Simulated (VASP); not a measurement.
All values below come from PBEsol GGA, VASP's PBE PAW potentials (set 64) (plane waves; VASP 6.6.1).

VASP ran on this input.

### KPOINTS
```
Automatic mesh
0
Gamma
8 8 8
0 0 0
```

INCAR:
```
SYSTEM = WSb
PREC = Accurate; ENCUT = 400; LREAL = F
LASPH = T
EDIFF = 1E-6; NELM = 100; ALGO = Normal
LMAXMIX = 6
ISMEAR = 1; SIGMA = 0.1
GGA = PS
IBRION = 2; NSW = 60; ISIF = 3
EDIFFG = -0.01
LWAVE = F; LCHARG = F
```

POSCAR:
```
WSb
1.0
  0.0000000000   3.4756490000   3.4756490000
  3.4756490000   0.0000000000   3.4756490000
  3.4756490000   3.4756490000   0.0000000000
W Sb
1 1
direct
  0.0000000000   0.0000000000   0.0000000000
  0.2500000000   0.2500000000   0.2500000000
```

POTCAR, in this order: W_sv Sb (PBE.64 set). Program: vasp_std.

Output of the run:

### OSZICAR
```
       N       E                     dE             d eps       ncg     rms          rms(c)
DAV:   1     0.611611780315E+02    0.61161E+02   -0.81400E+03   970   0.106E+03
DAV:   2    -0.992273312962E+01   -0.71084E+02   -0.69436E+02   889   0.234E+02
DAV:   3    -0.136700878608E+02   -0.37474E+01   -0.36685E+01   992   0.457E+01
DAV:   4    -0.137682322423E+02   -0.98144E-01   -0.94557E-01   870   0.776E+00
DAV:   5    -0.137713505724E+02   -0.31183E-02   -0.31054E-02  1042   0.135E+00    0.736E+00
DAV:   6    -0.129017856225E+02    0.86956E+00   -0.91697E+00   814   0.181E+01    0.281E+00
DAV:   7    -0.126907132548E+02    0.21107E+00   -0.13394E+00   908   0.713E+00    0.169E+00
DAV:   8    -0.126748051220E+02    0.15908E-01   -0.80929E-02   881   0.205E+00    0.347E-01
DAV:   9    -0.126735468630E+02    0.12583E-02   -0.45933E-03   931   0.580E-01    0.236E-01
DAV:  10    -0.126735786344E+02   -0.31771E-04   -0.23448E-03   871   0.324E-01    0.690E-02
DAV:  11    -0.126735245609E+02    0.54073E-04   -0.68790E-04   871   0.183E-01    0.430E-02
DAV:  12    -0.126735095778E+02    0.14983E-04   -0.91806E-05   847   0.694E-02    0.101E-02
DAV:  13    -0.126735100730E+02   -0.49527E-06   -0.42472E-06   854   0.136E-02
   1 F= -.12673510E+02 E0= -.12671471E+02  d E =-.126735E+02
       N       E                     dE             d eps       ncg     rms          rms(c)
DAV:   1    -0.873454840871E+02   -0.74672E+02   -0.14416E+03   759   0.395E+02    0.951E+01
DAV:   2    -0.233633638788E+02    0.63982E+02   -0.17740E+02   764   0.190E+02    0.212E+01
DAV:   3    -0.147602463630E+02    0.86031E+01   -0.34046E+01   839   0.592E+01    0.238E+01
DAV:   4    -0.141048353562E+02    0.65541E+00   -0.52170E+00   774   0.217E+01    0.805E+00
DAV:   5    -0.134830125018E+02    0.62182E+00   -0.24853E+00   834   0.185E+01    0.316E+00
DAV:   6    -0.134779030915E+02    0.51094E-02   -0.94372E-02   819   0.344E+00    0.783E-01
DAV:   7    -0.134737337834E+02    0.41693E-02   -0.28414E-02   894   0.181E+00    0.219E-01
DAV:   8    -0.134735520391E+02    0.18174E-03   -0.13256E-03   814   0.358E-01    0.522E-02
DAV:   9    -0.134735454809E+02    0.65581E-05   -0.81408E-05   789   0.840E-02    0.261E-02
DAV:  10    -0.134735473064E+02   -0.18255E-05   -0.55778E-06   864   0.257E-02    0.126E-02
DAV:  11    -0.134735471319E+02    0.17446E-06   -0.54434E-07   397   0.842E-03
   2 F= -.13473547E+02 E0= -.13471098E+02  d E =-.800037E+00
       N       E                     dE             d eps       ncg     rms          rms(c)
DAV:   1    -0.298910646400E+02   -0.16418E+02   -0.29252E+02   799   0.242E+02    0.243E+01
DAV:   2    -0.171101445350E+02    0.12781E+02   -0.12386E+02   808   0.854E+01    0.979E+00
DAV:   3    -0.149758106889E+02    0.21343E+01   -0.73357E+00   754   0.195E+01    0.620E+00
DAV:   4    -0.146512857108E+02    0.32452E+00   -0.17224E+00   807   0.766E+00    0.267E+00
DAV:   5    -0.146208065037E+02    0.30479E-01   -0.16069E-01   859   0.379E+00    0.839E-01
DAV:   6    -0.146232970293E+02   -0.24905E-02   -0.67248E-03   848   0.844E-01    0.354E-01
DAV:   7    -0.146242197946E+02   -0.92277E-03   -0.98204E-04   849   0.295E-01    0.321E-02
DAV:   8    -0.146242199714E+02   -0.17682E-06   -0.56183E-05   904   0.607E-02    0.275E-02
DAV:   9    -0.146242187577E+02    0.12137E-05   -0.79380E-06   838   0.300E-02    0.593E-03
DAV:  10    -0.146242191926E+02   -0.43487E-06   -0.15008E-06   469   0.806E-03
   3 F= -.14624219E+02 E0= -.14621929E+02  d E =-.195071E+01
       N       E                     dE             d eps       ncg     rms          rms(c)
DAV:   1    -0.146498204118E+02   -0.25602E-01   -0.44378E-01   799   0.841E+00    0.128E+00
DAV:   2    -0.146291302581E+02    0.20690E-01   -0.10485E-01   779   0.289E+00    0.281E-01
DAV:   3    -0.146275426807E+02    0.15876E-02   -0.36949E-03   803   0.432E-01    0.153E-01
DAV:   4    -0.146270922185E+02    0.45046E-03   -0.17940E-03   854   0.364E-01    0.878E-02
DAV:   5    -0.146271009715E+02   -0.87530E-05   -0.56964E-05   882   0.737E-02    0.509E-02
DAV:   6    -0.146271045222E+02   -0.35507E-05   -0.19024E-05   823   0.334E-02    0.724E-03
DAV:   7    -0.146271046750E+02   -0.15282E-06   -0.47227E-07   397   0.659E-03
   4 F= -.14627105E+02 E0= -.14624783E+02  d E =-.195359E+01
       N       E                     dE             d eps       ncg     rms          rms(c)
DAV:   1    -0.146431023658E+02   -0.15998E-01   -0.31708E-01   799   0.713E+00    0.109E+00
DAV:   2    -0.146283350872E+02    0.14767E-01   -0.74415E-02   779   0.244E+00    0.236E-01
DAV:   3    -0.146272178215E+02    0.11173E-02   -0.25683E-03   808   0.363E-01    0.129E-01
DAV:   4    -0.146268986419E+02    0.31918E-03   -0.12722E-03   849   0.306E-01    0.740E-02
DAV:   5    -0.146269050190E+02   -0.63772E-05   -0.40968E-05   882   0.623E-02    0.431E-02
DAV:   6    -0.146269077833E+02   -0.27643E-05   -0.13560E-05   815   0.282E-02    0.617E-03
DAV:   7    -0.146269079110E+02   -0.12765E-06   -0.33720E-07   377   0.558E-03
   5 F= -.14626908E+02 E0= -.14624563E+02  d E =-.195340E+01
       N       E                     dE             d eps       ncg     rms          rms(c)
DAV:   1    -0.146542254863E+02   -0.27318E-01   -0.53514E-01   794   0.932E+00    0.139E+00
DAV:   2    -0.146293218282E+02    0.24904E-01   -0.13250E-01   787   0.321E+00    0.310E-01
DAV:   3    -0.146272528977E+02    0.20689E-02   -0.50302E-03   798   0.493E-01    0.165E-01
DAV:   4    -0.146266949480E+02    0.55795E-03   -0.21824E-03   852   0.393E-01    0.911E-02
DAV:   5    -0.146266972302E+02   -0.22822E-05   -0.69069E-05   913   0.816E-02    0.594E-02
DAV:   6    -0.146266987425E+02   -0.15123E-05   -0.19758E-05   792   0.362E-02    0.870E-03
DAV:   7    -0.146266985922E+02    0.15036E-06   -0.45191E-07   422   0.672E-03
   6 F= -.14626699E+02 E0= -.14624384E+02  d E =0.209319E-03
       N       E                     dE             d eps       ncg     rms          rms(c)
DAV:   1    -0.146356651421E+02   -0.89664E-02   -0.16300E-01   799   0.511E+00    0.777E-01
DAV:   2    -0.146280627733E+02    0.76024E-02   -0.38763E-02   779   0.175E+00    0.170E-01
DAV:   3    -0.146274779039E+02    0.58487E-03   -0.13688E-03   803   0.263E-01    0.923E-02
DAV:   4    -0.146273142427E+02    0.16366E-03   -0.65652E-04   849   0.219E-01    0.526E-02
DAV:   5    -0.146273177635E+02   -0.35208E-05   -0.20972E-05   898   0.447E-02    0.313E-02
DAV:   6    -0.146273196230E+02   -0.18594E-05   -0.68119E-06   807   0.201E-02    0.447E-03
DAV:   7    -0.146273197204E+02   -0.97456E-07   -0.16606E-07   377   0.394E-03
   7 F= -.14627320E+02 E0= -.14624987E+02  d E =-.411809E-03
```

File OUTCAR:
```
------------------------ aborting loop because EDIFF is reached ----------------------------------------
  FORCE on cell =-STRESS in cart. coord.  units (eV):
  Direction    XX          YY          ZZ          XY          YZ          ZX
  --------------------------------------------------------------------------------------
  Total        0.0000574      0.0000574      0.0000574      0.0000000     -0.0000000      0.0000000
  in kB        0.0016393      0.0016393      0.0016393      0.0000000     -0.0000000      0.0000000
  external PRESSURE =       0.0016393 kB  Pullay stress =       0.0000000 kB
  volume of cell :       56.07
      direct lattice vectors                 reciprocal lattice vectors
    -0.000000000  3.037783854  3.037783854    -0.164593672  0.164593672  0.164593672
     3.037783854 -0.000000000  3.037783854     0.164593672 -0.164593672  0.164593672
     3.037783854  3.037783854  0.000000000     0.164593672  0.164593672 -0.164593672
 POSITION                                       TOTAL-FORCE (eV/Angst)
 -----------------------------------------------------------------------------------
      0.00000      0.00000      0.00000         0.000000      0.000000      0.000000
      1.51889      1.51889      1.51889        -0.000000     -0.000000     -0.000000
 -----------------------------------------------------------------------------------
    total drift:                               -0.000000     -0.000000     -0.000000
  FREE ENERGIE OF THE ION-ELECTRON SYSTEM (eV)
  ---------------------------------------------------
  free  energy   TOTEN  =       -14.6273197204 eV

  energy  without entropy=      -14.6203228412  energy(sigma->0) =      -14.62498743

 reached required accuracy - stopping structural energy minimisation
```
(Selected blocks of OUTCAR.)

CONTCAR:
```
WSb
   1.00000000000000
    -0.0000000000000000    3.0377838544251441    3.0377838544251441
     3.0377838544251441   -0.0000000000000000    3.0377838544251441
     3.0377838544251441    3.0377838544251441    0.0000000000000000
  W               Sb
     1     1
Direct
     0.0000000000000000    0.0000000000000000    0.0000000000000000
     0.2500000000000000    0.2500000000000000    0.2500000000000000
```

Energy and stress use the plane-wave basis of the starting cell.

The structure was generated: WSb was put into the zinc blende type (F-43m), which need not be its known phase. This run relaxes it. Symmetry was kept, so distortions that lower it aren't found. The electron count is odd and the run is not spin-polarised, which forces a metal.
